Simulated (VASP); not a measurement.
Consider the following.

```xyz
2
Lattice="1.4481 -2.5082 0.0000 1.4481 2.5082 0.0000 0.0000 0.0000 4.5919" Properties=species:S:1:pos:R:3 pbc="T T T"
Ti     1.4481     0.8361     1.1480
Ti     1.4481    -0.8361     3.4439
```

Level of theory: PBEsol GGA, VASP's PBE PAW potentials (set 64) (plane waves; VASP 6.6.1). Numerical set-up: 500 eV cut-off, 14×14×8 Γ-centred mesh, first-order Methfessel-Paxton smearing of 0.10 eV, potentials Ti_sv.

Q: What does the run give for the energy per atom (σ→0), band gap (on the k-mesh) with the smallest direct gap where there is one?

A: 
```json
{
 "band gap (on the k-mesh)": "none (metal, semimetal or under 0.01 eV)",
 "energy per atom (σ→0)": "-8.340 eV/atom"
}
```

Total energies compare only between runs with the same potentials, cut-off and functional.

The compound is Ti in the hcp structure. It was relaxed first, which changed the volume by -5 %.
